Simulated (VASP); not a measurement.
Output of a VASP run:

### OSZICAR
```
...
DAV:   8    -0.252646339783E+02    0.17126E-08   -0.43207E-09 15640   0.548E-04    0.691E-05
DAV:   9    -0.252646339779E+02    0.47567E-09   -0.11350E-10 11260   0.113E-04
   8 F= -.25264634E+02 E0= -.25264634E+02  d E =-.122499E-03
       N       E                     dE             d eps       ncg     rms          rms(c)
DAV:   1    -0.252641992339E+02    0.43474E-03   -0.36953E-01 14600   0.516E+00    0.834E-02
DAV:   2    -0.252647739707E+02   -0.57474E-03   -0.64141E-03 17052   0.682E-01    0.437E-02
DAV:   3    -0.252647440137E+02    0.29957E-04   -0.54753E-05 21988   0.714E-02    0.261E-02
DAV:   4    -0.252647269097E+02    0.17104E-04   -0.37304E-05 17344   0.701E-02    0.371E-03
DAV:   5    -0.252647278146E+02   -0.90489E-06   -0.87186E-06 17340   0.228E-02    0.342E-03
DAV:   6    -0.252647277059E+02    0.10868E-06   -0.13724E-07 17952   0.449E-03    0.150E-03
DAV:   7    -0.252647276659E+02    0.40032E-07   -0.99084E-08 17320   0.329E-03    0.226E-04
DAV:   8    -0.252647276633E+02    0.25475E-08   -0.15878E-08 17388   0.104E-03    0.150E-04
DAV:   9    -0.252647276627E+02    0.68030E-09   -0.33277E-10 11392   0.212E-04
   9 F= -.25264728E+02 E0= -.25264728E+02  d E =-.216183E-03
       N       E                     dE             d eps       ncg     rms          rms(c)
DAV:   1    -0.252650479070E+02   -0.32024E-03   -0.29315E-02 14636   0.154E+00    0.142E-01
DAV:   2    -0.252647596020E+02    0.28830E-03   -0.15561E-03 17108   0.328E-01    0.314E-02
DAV:   3    -0.252647393454E+02    0.20257E-04   -0.41902E-05 17448   0.570E-02    0.161E-02
DAV:   4    -0.252647363902E+02    0.29552E-05   -0.20592E-05 22344   0.292E-02    0.122E-02
DAV:   5    -0.252647376370E+02   -0.12468E-05   -0.19321E-06 19216   0.119E-02    0.283E-03
DAV:   6    -0.252647379421E+02   -0.30508E-06   -0.71219E-07 21648   0.682E-03    0.840E-04
DAV:   7    -0.252647381023E+02   -0.16023E-06   -0.10652E-07 26000   0.181E-03    0.460E-04
DAV:   8    -0.252647381628E+02   -0.60455E-07   -0.30554E-09 16448   0.507E-04    0.128E-04
DAV:   9    -0.252647381940E+02   -0.31195E-07   -0.52328E-10 11456   0.232E-04    0.345E-05
DAV:  10    -0.252647381926E+02    0.13360E-08   -0.76465E-11 11252   0.785E-05    0.193E-05
DAV:  11    -0.252647381904E+02    0.22305E-08   -0.48506E-11 10596   0.767E-05    0.105E-05
DAV:  12    -0.252647381905E+02   -0.10004E-09   -0.18235E-11 10388   0.361E-05
  10 F= -.25264738E+02 E0= -.25264738E+02  d E =-.105278E-04
       N       E                     dE             d eps       ncg     rms          rms(c)
DAV:   1    -0.252647833137E+02   -0.45123E-04   -0.37992E-03 14664   0.555E-01    0.510E-02
DAV:   2    -0.252647464712E+02    0.36842E-04   -0.20041E-04 17088   0.118E-01    0.113E-02
DAV:   3    -0.252647440052E+02    0.24661E-05   -0.54713E-06 17416   0.205E-02    0.580E-03
DAV:   4    -0.252647434638E+02    0.54139E-06   -0.26575E-06 22336   0.105E-02    0.440E-03
DAV:   5    -0.252647432329E+02    0.23084E-06   -0.25268E-07 19272   0.429E-03    0.103E-03
DAV:   6    -0.252647430923E+02    0.14061E-06   -0.93584E-08 21416   0.246E-03    0.300E-04
DAV:   7    -0.252647430438E+02    0.48486E-07   -0.13925E-08 26064   0.654E-04    0.166E-04
DAV:   8    -0.252647430217E+02    0.22158E-07   -0.36740E-10 11460   0.184E-04    0.511E-05
DAV:   9    -0.252647430111E+02    0.10613E-07   -0.13057E-10 10820   0.111E-04    0.472E-05
DAV:  10    -0.252647430110E+02    0.45929E-10   -0.19319E-11 10292   0.415E-05
  11 F= -.25264743E+02 E0= -.25264743E+02  d E =-.153484E-04
```

**OUTCAR**
```
------------------------ aborting loop because EDIFF is reached ----------------------------------------
  FORCE on cell =-STRESS in cart. coord.  units (eV):
  Direction    XX          YY          ZZ          XY          YZ          ZX
  --------------------------------------------------------------------------------------
  Total        0.0053047      0.0053533     -0.0038233      0.0000243      0.0002384     -0.0004329
  in kB        0.1342907      0.1355217     -0.0967884      0.0006161      0.0060346     -0.0109592
  external PRESSURE =       0.0576746 kB  Pullay stress =       0.0000000 kB
  volume of cell :       63.29
      direct lattice vectors                 reciprocal lattice vectors
     3.984819778 -0.000002664  0.000047858     0.250952378  0.000000168 -0.000002986
    -0.000002675  3.984814810 -0.000026412     0.000000168  0.250952691  0.000001638
     0.000047423 -0.000026022  3.985742987    -0.000003013  0.000001663  0.250894251
 POSITION                                       TOTAL-FORCE (eV/Angst)
 -----------------------------------------------------------------------------------
      1.99249      1.99247      1.99299        -0.000152     -0.000196     -0.000289
      3.98486      3.98478      3.98576         0.000056      0.000052     -0.000186
      3.98474      1.99237      3.98548         0.000351     -0.000015      0.000662
      1.99241      3.98473      0.00023        -0.000125      0.000212     -0.000588
      0.00010      0.00001      1.99282        -0.000131     -0.000053      0.000401
 -----------------------------------------------------------------------------------
    total drift:                                0.000003      0.000003      0.000003
  FREE ENERGIE OF THE ION-ELECTRON SYSTEM (eV)
  ---------------------------------------------------
  free  energy   TOTEN  =       -25.2647430110 eV

  energy  without entropy=      -25.2647430110  energy(sigma->0) =      -25.26474301

 reached required accuracy - stopping structural energy minimisation
```
(Selected blocks of OUTCAR.)

### POSCAR
```
KMgF3
1
    3.9784700000     0.0000000000     0.0000000000
    0.0000000000     3.9784700000     0.0000000000
    0.0000000000     0.0000000000     3.9784700000
K Mg F
1 1 3
Direct
  0.4985420000   0.4987890000   0.4991910000
  0.0034960000   0.0013820000  -0.0086970000
 -0.0037340000   0.5001000000  -0.0039860000
  0.5006150000  -0.0014070000   0.0070540000
  0.0010810000   0.0011360000   0.5064370000
```

Task: Write an INCAR and KPOINTS that could have produced this output.

Result: This is not unique; one that fits is the input of the run itself, PBEsol GGA, plane waves, VASP's PBE PAW potentials (set 64).

INCAR:
```
SYSTEM = KMgF3
PREC = Accurate
ENCUT = 560
EDIFF = 1E-09
NELM = 100
ALGO = Normal
LREAL = .FALSE.
LASPH = .TRUE.
ISMEAR = 0
SIGMA = 0.01
GGA = PS
LWAVE = .FALSE.
LCHARG = .FALSE.
ISIF = 3
IBRION = 2
NSW = 50
EDIFFG = -0.005
```

### KPOINTS
```
Automatic mesh
0
gamma
9 9 9
0 0 0
```

POTCAR, in this order: K_sv Mg F (PBE.64 set). Program: vasp_std.

The structure comes from a computed database's KMgF3 entry; how it stands against other phases isn't given here. In the starting cell atoms are displaced from their ideal sites. This run relaxes it. The run is one of a series of settings (EDIFF = 1E-09, EDIFFG = -0.005, ENCUT = 560, IBRION = 2, ISIF = 3, NSW = 50, KPOINTS 9×9×9 Γ-centred mesh against the base run), some of them coarse on purpose.
